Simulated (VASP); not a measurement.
VASP input:

POSCAR:
```
Ti3Ge
1
    0.0000000000     3.4197440000     3.4197440000
    3.4197440000     0.0000000000     3.4197440000
    3.4197440000     3.4197440000     0.0000000000
Ge Ti
1 3
Direct
  0.0000000000   0.0000000000   0.0000000000
  0.5000000000   0.5000000000   0.5000000000
  0.2500000000   0.2500000000   0.2500000000
  0.7500000000   0.7500000000   0.7500000000
```

File KPOINTS:
```
Automatic mesh
0
Gamma
7 7 7
0 0 0
```

INCAR:
```
SYSTEM=Ti3Ge
LCHARG=.FALSE.
NELM=100   # most electronic steps
LREAL=.FALSE.   # projection in real space or not
LMAXMIX=4
ISIF=2
ENCUT=300
LASPH=.TRUE.
LWAVE=.FALSE.
GGA=PS
SIGMA=0.136
ALGO=Normal   # blocked Davidson
EDIFF=1E-6   # SCF stop (eV)
PREC=Accurate
ISMEAR=0   # Gaussian
```

POTCAR, in this order: Ge_d Ti_sv (PBE.64 set). Program: vasp_std.

Task: Translate this PBEsol calculation to Ansatz.

Result: One equivalent input (not run):
Ansatz 0.2 input:
```yaml
crystal:
  lattice:
    - [0.0000000, 3.4197440, 3.4197440]
    - [3.4197440, 0.0000000, 3.4197440]
    - [3.4197440, 3.4197440, 0.0000000]
  atoms:
    - { symbol: Ge, position: [0.0000000, 0.0000000, 0.0000000] }
    - { symbol: Ti, position: [0.5000000, 0.5000000, 0.5000000] }
    - { symbol: Ti, position: [0.2500000, 0.2500000, 0.2500000] }
    - { symbol: Ti, position: [0.7500000, 0.7500000, 0.7500000] }
kpoints:
  mp_grid: { grid: [7, 7, 7] }
hamiltonian:
  xc: pbesol
  pseudopotentials: { kind: paw }
scf:
  occupations: { method: gaussian, width: 0.136 }
  max_iter: 100
output: { forces: true, stress: true, eigenvalues: true }
```
Limits of the translation: each code has its own PAW files, so the cut-off isn't converted (ENCUT is set for VASP's; basis.ecutwfc is left out, and Ansatz then takes the one that its files recommend); Ansatz stops its SCF on the density residual and VASP on the energy change (EDIFF).

The structure was generated: Ti3Ge was put into an ordered model structure, which need not be its known phase. The cell was not relaxed at this level. The run is one of a series of settings (GGA = PS against the base run), some of them coarse on purpose.
